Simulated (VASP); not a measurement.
All values below come from PBEsol GGA, VASP's PBE PAW potentials (set 64) (plane waves; VASP 6.6.1).

VASP ran on this input.

POSCAR:
```
In2O3
7.3905880
  0.2252673637   0.1300581426   0.9655772869
 -0.2252673637   0.1300581426   0.9655772869
  0.0000000000  -0.2601164380   0.9655772873
In O
2 3
direct
  0.4017049079   0.4017049079   0.4017049081
  0.5982950921   0.5982950921   0.5982950919
  1.0000000000   1.0000000000   1.0000000000
  0.2282047316   0.2282047316   0.2282047317
  0.7717952684   0.7717952684   0.7717952683
```

KPOINTS:
```
k-points along high-symmetry lines
12
Line-mode
Reciprocal
  0.000000   0.000000   0.000000 ! GAMMA
  0.500000   0.500000   0.500000 ! T

  0.500000   0.500000   0.500000 ! T
  0.823021   0.176979   0.500000 ! H_2

  0.500000  -0.176979   0.176979 ! H_0
  0.500000   0.000000   0.000000 ! L

  0.500000   0.000000   0.000000 ! L
  0.000000   0.000000   0.000000 ! GAMMA

  0.000000   0.000000   0.000000 ! GAMMA
  0.338490  -0.338490   0.000000 ! S_0

  0.661510   0.000000   0.338490 ! S_2
  0.500000   0.000000   0.500000 ! F

  0.500000   0.000000   0.500000 ! F
  0.000000   0.000000   0.000000 ! GAMMA
```

### INCAR
```
! general
SYSTEM  = In2O3
PREC    = Accurate
ENCUT   = 520
LREAL   = .False.
LASPH   = .True.
ICHARG  = 11

! electronic loop
EDIFF   = 1E-7
NELM    = 100
ALGO    = Normal
LMAXMIX = 4

! smearing
ISMEAR  = 0
SIGMA   = 0.05

! functional
GGA     = PS

! output
LWAVE   = .False.
LCHARG  = .False.
LORBIT  = 11
```

POTCAR, in this order: In_d O (PBE.64 set). Program: vasp_std. Read from the step before: CHGCAR.

Output

**OSZICAR**
```
       N       E                     dE             d eps       ncg     rms          rms(c)
DAV:   1     0.471970964274E+03    0.47197E+03   -0.22471E+04  4376   0.239E+03
DAV:   2     0.373395833155E+02   -0.43463E+03   -0.42502E+03  4760   0.533E+02
DAV:   3    -0.235372511264E+02   -0.60877E+02   -0.58872E+02  5268   0.199E+02
DAV:   4    -0.266572241544E+02   -0.31200E+01   -0.30999E+01  5446   0.453E+01
DAV:   5    -0.267401906160E+02   -0.82966E-01   -0.82914E-01  5868   0.743E+00
DAV:   6    -0.267435254484E+02   -0.33348E-02   -0.33347E-02  6138   0.132E+00
DAV:   7    -0.267436279574E+02   -0.10251E-03   -0.10251E-03  6188   0.205E-01
DAV:   8    -0.267436295150E+02   -0.15576E-05   -0.15574E-05  6026   0.284E-02
DAV:   9    -0.267436295514E+02   -0.36413E-07   -0.36637E-07  5516   0.441E-03
   1 F= -.26743630E+02 E0= -.26743630E+02  d E =-.716004E-13
```

File OUTCAR:
```
 val. band max:        4.6731575442   @ k =   0.0000   0.0000   0.0000

 cond. band min:       5.6987975539   @ k =   0.0000   0.0000   0.0000



 k-point     1 :       0.0000    0.0000    0.0000
  band No.  band energies     occupation
      1     -12.9640      2.00000
      2     -12.3118      2.00000
      3     -11.6365      2.00000
      4      -7.9875      2.00000
      5      -7.9875      2.00000
      6      -7.9074      2.00000
      7      -7.9074      2.00000
      8      -7.6466      2.00000
      9      -7.5799      2.00000
     10      -7.5799      2.00000
     11      -7.5411      2.00000
     12      -7.5012      2.00000
     13      -7.5012      2.00000
     14       0.3463      2.00000
     15       1.9762      2.00000
     16       3.3570      2.00000
     17       3.3570      2.00000
     18       3.9823      2.00000
     19       3.9823      2.00000
     20       4.2167      2.00000
     21       4.2167      2.00000
     22       4.6732      2.00000
     23       5.6988      0.00000
     24       9.0076      0.00000
     25       9.7248      0.00000
     26      15.2148      0.00000

 k-point     2 :       0.0455    0.0455    0.0455
  band No.  band energies     occupation
      1     -12.9628      2.00000
      2     -12.3147      2.00000
      3     -11.6349      2.00000
      4      -7.9876      2.00000
      5      -7.9876      2.00000
      6      -7.9074      2.00000
      7      -7.9074      2.00000
      8      -7.6463      2.00000
      9      -7.5800      2.00000
     10      -7.5800      2.00000
     11      -7.5416      2.00000
     12      -7.5012      2.00000
     13      -7.5012      2.00000
     14       0.3446      2.00000
     15       1.9838      2.00000
     16       3.3568      2.00000
     17       3.3568      2.00000
     18       3.9834      2.00000
     19       3.9834      2.00000
     20       4.2158      2.00000
     21       4.2158      2.00000
     22       4.6414      2.00000
     23       5.7326      0.00000
...
```

The density is held fixed in this step, so its total energy and stress have no physical meaning. Without a dispersion term in the relaxation, distances and binding between the weakly bound layers, chains or molecules are unreliable, and so is what depends on them. Unless said otherwise, spin-orbit coupling is left out, though it shifts the bands of the heavy elements here.

The structure was generated: In2O3 was put into the Bi2Te3 type (R-3m), which need not be its known phase. It was relaxed first, which changed the volume by +25 %.
